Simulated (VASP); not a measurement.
Crystal: AlN.

```
Al N
1.0
     3.12783    0.00000    0.00000
    -1.56392    2.70878    0.00000
     0.00000    0.00000    5.01566
Al N
2 2
Direct
  0.66667 0.33333 0.49927
  0.33333 0.66667 0.99927
  0.66667 0.33333 0.88073
  0.33333 0.66667 0.38073
```

The cell is a database's computed one.

Program: VASP 6.6.1. Alike in all runs: task band structure; no spin polarisation; cell as given; cutoff (eV) 450; smearing gaussian 0.02 eV. Hardware: 4 MPI ranks on Intel(R) Xeon(R) Platinum 8375C CPU @ 2.90GHz (Ice Lake) (shared host).

Question: Order these runs on this cell by their wall time, lowest first.
A. level r2SCAN; potentials or basis VASP PAW PBE potentials, release 64 (Al, N); k mesh 12 × 12 × 8
B. level LDA; potentials or basis VASP PAW LDA potentials, release 64 (Al, N); k mesh 12 × 12 × 8
C. level PBE0; potentials or basis VASP PAW PBE potentials, release 64 (Al, N); k mesh 8 × 8 × 6; grid for exact exchange (PRECFOCK) Fast; exchange at q = 0 truncated

Answer: B (35 s), A (120 s), C (3800 s).

Runs at the PBE level aren't shown here.
